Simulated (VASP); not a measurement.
Consider the following.

```yaml
crystal:
  lattice:
    - [5.15408, 0.00000, 0.00000]
    - [0.00000, 3.24680, 0.00000]
    - [0.00000, 0.00000, 26.32525]
  atoms:
    - { symbol: Zr, position: [0.25000, 0.50000, 0.35908] }
    - { symbol: Zr, position: [0.75000, 0.00000, 0.32682] }
    - { symbol: Zr, position: [0.25000, 0.00000, 0.46451] }
    - { symbol: Zr, position: [0.75000, 0.50000, 0.42932] }
    - { symbol: Zr, position: [0.25000, 0.50000, 0.57068] }
    - { symbol: Zr, position: [0.75000, 0.00000, 0.53549] }
    - { symbol: Zr, position: [0.25000, 0.00000, 0.67318] }
    - { symbol: Zr, position: [0.75000, 0.50000, 0.64092] }
```

Calculation: r2SCAN meta-GGA, VASP's PBE PAW potentials (set 64) (plane waves; VASP). Settings: PREC = Normal, 400 eV cut-off, 6×9×1 Γ-centred mesh, first-order Methfessel-Paxton smearing of 0.10 eV, potentials Zr_sv.

Problem. What does the run give for the energy per atom (σ→0), band gap (on the k-mesh) with the smallest direct gap where there is one?

Solution. 
```yaml
band gap (on the k-mesh): none (metal, semimetal or under 0.01 eV)
energy per atom (σ→0): -22.275 eV/atom
```

The cell is a thin slab with vacuum, built from Zr (hcp): (100) face.
